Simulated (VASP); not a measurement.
# NbAs: zone-centre modes, functional by functional, part 3 of 3

Aim: the vibrations of NbAs at the zone centre, at several levels of theory. The starting structure is a measured crystal structure from the Crystallography Open Database.

VASP 6.6.1.

Results so far: LDA A1 273.9 cm⁻¹; LDA at the measured cell A1 262.8 cm⁻¹.

### Step 4. Modes with PBEsol (continued)

Level of this step: PBEsol; plane waves and PAW (Nb_sv, As) (VASP).

From OUTCAR (step 4):

```text
  Total       -0.0018385     -0.0018385     -0.0030107      0.0000000     -0.0000000      0.0000000
  in kB       -0.0429394     -0.0429394     -0.0703163      0.0000000     -0.0000000      0.0000000
  external PRESSURE =      -0.0520651 kB  Pullay stress =       0.0000000 kB

 POSITION                                       TOTAL-FORCE (eV/Angst)
 -----------------------------------------------------------------------------------
      0.00000      1.72006     -0.01455         0.000000     -0.000000     -0.000683
      0.00000     -0.00000     -2.91286         0.000000     -0.000000     -0.000683
     -1.72006      0.00000     -0.95929        -0.000000      0.000000      0.000683
     -1.72006      1.72006     -3.85760        -0.000000      0.000000      0.000683
 -----------------------------------------------------------------------------------
    total drift:                                0.000020     -0.000020     -0.000534

[... 1 part as in an earlier step ...]

[... 1 further part left out ...]
```

With PBEsol the modes are at the top A1 270.2, E (3) 265.4 cm⁻¹, at the bottom B1 (1) 227.0, E (1) 149.1 cm⁻¹, with 2 more of the listed ones between; the largest shift is -5.0 cm⁻¹, in E (2), from LDA.

### Step 5. Modes with PBE

PBE, the usual starting point, adds the gradient of the density. The cell comes from a relaxation at this level, not shown (70.85 Å³).

The input, INCAR:

```
SYSTEM = NbAs
PREC = Accurate
ENCUT = 450
EDIFF = 1E-08
NELM = 100
ISMEAR = 0
SIGMA = 0.05
LREAL = .FALSE.
ALGO = Normal
GGA = PE
NBANDS = 24
LASPH = .TRUE.
LORBIT = 11
LWAVE = .FALSE.
LCHARG = .FALSE.
KPAR = 8
IBRION = 8
ISIF = 2
```

The input, POSCAR:

```
NbAs
1.0
   -3.4725201582      0.0000000000      0.0000000000
    0.0000000000      3.4725201582      0.0000000000
    1.7362600791     -1.7362600791     -5.8758134605
Nb As
2 2
Direct
    0.0010943537      0.5010943537      0.0021887074
    0.2510943537      0.2510943537      0.5021887074
    0.5829056463      0.0829056463      0.1658112926
    0.8329056463      0.8329056463      0.6658112926
```

The input, KPOINTS:

```
Automatic mesh
0
Gamma
10 10 10
0 0 0
```

PAW data sets: Nb_sv and As (PBE family, release 64).

Run with:

```
$ mpirun -np 8 vasp_std
```

What it wrote:

```text
[banner, memory and clock lines left out]
running    8 mpi-ranks, on    1 nodes
[...]
[... a notice as in an earlier step ...]

 LDA part: xc-table for (Slater+PW92), standard interpolation
 POSCAR, INCAR and KPOINTS ok, starting setup
[...]
entering main loop
       N       E                     dE             d eps       ncg     rms          rms(c)
DAV:   1     0.317305301842E+03    0.31731E+03   -0.17927E+04  4904   0.132E+03
DAV:   2    -0.799535752956E+01   -0.32530E+03   -0.31841E+03  6048   0.486E+02
DAV:   3    -0.329062456792E+02   -0.24911E+02   -0.24568E+02  8864   0.989E+01
DAV:   4    -0.344477393006E+02   -0.15415E+01   -0.15356E+01  7352   0.212E+01
[...]
DAV:  13    -0.325266735055E+02    0.48669E-06   -0.35790E-07  7384   0.433E-03    0.205E-03
DAV:  14    -0.325266733517E+02    0.15379E-06   -0.68781E-08  6440   0.187E-03    0.434E-04
DAV:  15    -0.325266733440E+02    0.76448E-08   -0.95937E-09  4800   0.101E-03
   1 F= -.32526673E+02 E0= -.32526094E+02  d E =-.115827E-02
[...]
RMM:  16    -0.423785599800E-01    0.26163E-08   -0.10452E-07 36185   0.956E-05    0.904E-07
RMM:  17    -0.423785612501E-01   -0.12701E-08   -0.11536E-07 33159   0.874E-05    0.905E-07
RMM:  18    -0.423785614693E-01   -0.21919E-09   -0.86226E-08 32625   0.836E-05    0.354E-07
 first order change of Fermi-energy  -0.11091E-04
 force on displaced ion       3 direction 2 :  -0.000  -8.632  -0.001
 Linear response progress:
  Degree of freedom:   6/  6
       N       E                     dE             d eps       ncg     rms          rms(c)
RMM:   1    -0.631047150764E-01   -0.63105E-01   -0.22492E-02 20652   0.965E-01
RMM:   2    -0.545065144752E-01    0.85982E-02   -0.73166E-03 15720   0.383E-01    0.109E-01
RMM:   3    -0.547904008637E-01   -0.28389E-03   -0.22766E-03 15675   0.207E-01    0.111E-01
RMM:   4    -0.546268081502E-01    0.16359E-03   -0.60370E-04 16711   0.116E-01    0.466E-02
[...]
RMM:  15    -0.548183398028E-01   -0.21190E-07   -0.36219E-08 21896   0.124E-04    0.278E-06
RMM:  16    -0.548183264993E-01    0.13304E-07    0.11505E-08 22112   0.104E-04    0.446E-06
RMM:  17    -0.548183332567E-01   -0.67574E-08   -0.32548E-08 21473   0.939E-05    0.122E-06
 first order change of Fermi-energy   0.88955E-02
 force on displaced ion       3 direction 3 :  -0.000  -0.000 -13.141
 Linear response finished
```

Wall time 16 min (8 MPI ranks of AMD EPYC 7R43, shared host); peak memory 6.3 GiB.

Parts of OUTCAR (step 5):

```text
  Total        0.0013532      0.0013532      0.0067040      0.0000000      0.0000000      0.0000000
  in kB        0.0305999      0.0305999      0.1515968      0.0000000      0.0000000      0.0000000
  external PRESSURE =       0.0709322 kB  Pullay stress =       0.0000000 kB

 POSITION                                       TOTAL-FORCE (eV/Angst)
 -----------------------------------------------------------------------------------
      0.00000      1.73626     -0.01286        -0.000000     -0.000000      0.000057
      0.00000     -0.00000     -2.95077         0.000000      0.000000      0.000057
     -1.73626      0.00000     -0.97428        -0.000000     -0.000000     -0.000057
     -1.73626      1.73626     -3.91218         0.000000      0.000000     -0.000057
 -----------------------------------------------------------------------------------
    total drift:                                0.000011     -0.000011      0.000045

[... 1 part as in an earlier step ...]

[... 1 further part left out ...]
```

With PBE the modes are at the top A1 261.6, E (3) 251.0 cm⁻¹, at the bottom B1 (1) 219.9, E (1) 143.7 cm⁻¹, with 2 more of the listed ones between; the largest shift is -18.9 cm⁻¹, in E (3), from LDA.

### Step 6. Comparison

| run | A1 | E (3) | E (2) | B1 (2) | B1 (1) | E (1) | core minutes |
| --- | --- | --- | --- | --- | --- | --- | --- |
| LDA | 273.9 | 269.9 | 257.8 | 252.9 | 230.5 | 151.9 | 146.0 |
| LDA at the measured cell | 262.8 | 252.2 | 240.5 | 241.7 | 220.5 | 145.7 | 120.0 |
| PBEsol | 270.2 | 265.4 | 252.8 | 249.0 | 227.0 | 149.1 | 141.0 |
| PBE | 261.6 | 251.0 | 239.3 | 240.9 | 219.9 | 143.7 | 131.0 |

Modes are in cm⁻¹, degenerate ones as one, matched between runs by symmetry and order. A number in brackets counts the listed modes of one symmetry from the lowest. The symmetry labels come from an automatic analysis and can be wrong where levels nearly coincide. Core minutes are wall time times ranks of the run shown, on a shared host.

### Step 7. Summary of results

* A1, LDA: 273.9 cm⁻¹
* E (1), LDA: 151.9 cm⁻¹
* A1, LDA at the measured cell: 262.8 cm⁻¹
* E (1), LDA at the measured cell: 145.7 cm⁻¹
* A1, PBEsol: 270.2 cm⁻¹
* E (1), PBEsol: 149.1 cm⁻¹
* A1, PBE: 261.6 cm⁻¹
* E (1), PBE: 143.7 cm⁻¹

In words: Among the runs matched mode by mode, on the cells relaxed at each level, the A1 mode of NbAs, the highest of the listed ones in the run with LDA, lies between 262 cm⁻¹ (PBE) and 274 cm⁻¹ (LDA). Among the runs matched mode by mode, on the cells relaxed at each level, the E (1) mode of NbAs, the lowest of the listed ones in the run with LDA, lies between 144 cm⁻¹ (PBE) and 152 cm⁻¹ (LDA). Taking the measured cell, +3.2 % in volume, instead of the one relaxed with LDA moves E (3) by -17.7 cm⁻¹. The mesh isn't converged: on a 14×14×14 mesh, in a run told elsewhere, B1 (1) with LDA is 233.9 cm⁻¹ in place of 230.5. These runs have no gap, or one under 0.08 eV; such runs hang more on mesh and smearing, and if the crystal is a semiconductor, they miss the splitting by its long-range field. The frequencies are harmonic. Further runs on this material are not shown.

[Lines on the potential files, build, host, timing and source positions are cut from VASP's logs without a mark.]

[Logs are printed without paths, hosts, clocks, repeated set-up lines and the standing remarks that a program may print on its own settings, such as how far it seeks lower states.]

[Hosts, paths, dates, database ids (printed as entryN), source tags and the programs' standing remarks are cut or masked in the printed files.]
